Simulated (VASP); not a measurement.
Input:

```xyz
2
Lattice="2.8122 0.0000 0.0000 0.0000 2.8122 0.0000 0.0000 0.0000 4.0464" Properties=species:S:1:pos:R:3 pbc="T T T"
Ti     0.0000     0.0000     0.0000
Al     1.4061     1.4061     2.0232
```

Method: optB86b-vdW, VASP's PBE PAW potentials (set 64) (plane waves; VASP 6.6.1). Numerical set-up: 520 eV cut-off, 14×14×10 Γ-centred mesh, tetrahedra with Blöchl corrections, potentials Ti_sv Al.

Task: Predict the energy per atom (σ→0), band gap (on the k-mesh) with the smallest direct gap where there is one.

Result: 
| Property | Value |
|---|---|
| band gap (on the k-mesh) | none (metal, semimetal or under 0.01 eV) |
| energy per atom (σ→0) | -404.0 kJ/mol of atoms |

Only differences to runs with the same potentials and settings are physical.

The compound is TiAl in the L1_0 structure. It was relaxed first. The electron count is odd and the run is not spin-polarised, which forces a metal.
